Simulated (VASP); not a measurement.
Data:

```
CELL_PARAMETERS angstrom
      0.00000     3.13122     3.13122
      3.13122     0.00000     3.13122
     12.58174    12.58174    -0.05685
ATOMIC_POSITIONS crystal
  Zn 0.98898 0.98898 0.00827
  Zn 0.00879 0.00879 0.24341
  Te 0.24978 0.24978 0.06267
  Te 0.26892 0.26892 0.29831
  Te 0.24820 0.24820 0.56385
  Te 0.22928 0.22928 0.82804
  Cd 0.01298 0.01298 0.49026
  Cd 0.99307 0.99307 0.75520
```

All values below come from PBEsol GGA, VASP's PBE PAW potentials (set 64) (plane waves; VASP). Numerical set-up: 400 eV cut-off, 7×7×2 Γ-centred mesh, tetrahedra with Blöchl corrections, potentials Zn Te Cd.

Unless said otherwise, spin-orbit coupling is left out, though it shifts the bands of the heavy elements here.

Question: Estimate the energy per atom (σ→0), band gap (on the k-mesh) with the smallest direct gap where there is one.

Answer: 
```yaml
band gap (on the k-mesh): 0.73 eV
smallest direct gap (on the k-mesh): 0.73 eV
energy per atom (σ→0): -2.831 eV/atom
```

The structure was generated: Cd2Zn2Te4 was put into an ordered model structure (R3m), which need not be its known phase. It was relaxed first.
